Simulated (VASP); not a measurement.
```
CELL_PARAMETERS angstrom
      0.00000     2.28646     2.28646
      2.28646     0.00000     2.28646
      2.28646     2.28646     0.00000
ATOMIC_POSITIONS crystal
  Ga 0.00000 0.00000 0.00000
  N  0.25000 0.25000 0.25000
```

Method: revPBE GGA, VASP's PBE PAW potentials (set 64) (plane waves; VASP). Settings: 520 eV cut-off, 11×11×11 Γ-centred mesh, tetrahedra with Blöchl corrections, potentials Ga_d N.

**Question.** The job: GaN (zinc blende), 2 atoms, revPBE, static run, 520 eV, 11×11×11 Γ-centred mesh. Roughly how much core time does it take on a busy server core?

**Answer.** About 10 core-seconds (one run on a shared machine, a rough figure). It had 56 irreducible k-points, 13 bands, up to 655 plane waves and 14 electronic steps.

The compound is GaN in the zinc blende structure, a metastable form; wurtzite is the usual one. It was relaxed first.
